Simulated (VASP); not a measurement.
An input for Ansatz (written as the equivalent of a VASP run, and not itself run):

Ansatz 0.2 input:
```yaml
crystal:
  lattice:
    - [0.0000000, 3.2445000, 3.2445000]
    - [3.2445000, 0.0000000, 3.2445000]
    - [3.2445000, 3.2445000, 0.0000000]
  atoms:
    - { symbol: Sn, position: [0.0023650, -0.0061870, 0.0072470] }
    - { symbol: Sn, position: [0.2476350, 0.2561870, 0.2427530] }
kpoints:
  mp_grid: { grid: [4, 4, 4] }
hamiltonian:
  xc: pbesol
  pseudopotentials: { kind: paw }
scf:
  occupations: { method: fermi_dirac, width: 0.02 }
  max_iter: 100
output: { forces: true, stress: true, eigenvalues: true }
```

Task: Write the VASP files for the same calculation (PBEsol).

Result: One answer among several that fit: 
**KPOINTS**
```
Regular mesh
0
Gamma
 4 4 4
0 0 0
```

File POSCAR:
```
Sn
1
    0.0000000000     3.2445000000     3.2445000000
    3.2445000000     0.0000000000     3.2445000000
    3.2445000000     3.2445000000     0.0000000000
Sn
2
Direct
  0.0023650000  -0.0061870000   0.0072470000
  0.2476350000   0.2561870000   0.2427530000
```

INCAR:
```
! general
SYSTEM   =  Sn
PREC     =  Accurate
ENCUT    =  300
LREAL    =  .FALSE.
LASPH    =  .TRUE.

! electronic loop
EDIFF    =  1E-6
NELM     =  100
ALGO     =  Normal
LMAXMIX  =  4

! smearing
ISMEAR   =  -1
SIGMA    =  0.02

! functional
GGA      =  PS

! ions
ISIF     =  2

! output
LWAVE    =  .FALSE.
LCHARG   =  .FALSE.
```

POTCAR, in this order: Sn_d (PBE.64 set). Program: vasp_std.

Limits of the translation: each code has its own PAW files, so the cut-off isn't converted (ENCUT is set for VASP's; basis.ecutwfc is left out, and Ansatz then takes the one that its files recommend); Ansatz stops its SCF on the density residual and VASP on the energy change (EDIFF).

The structure is a typed Sn crystal. The cell was not relaxed at this level, atoms are displaced from their ideal sites. The k-mesh is coarse (spacing up to 0.42 per Å, 2π included), so the numbers may not be converged in it. The run is one of a series of settings (GGA = PS against the base run), some of them coarse on purpose.
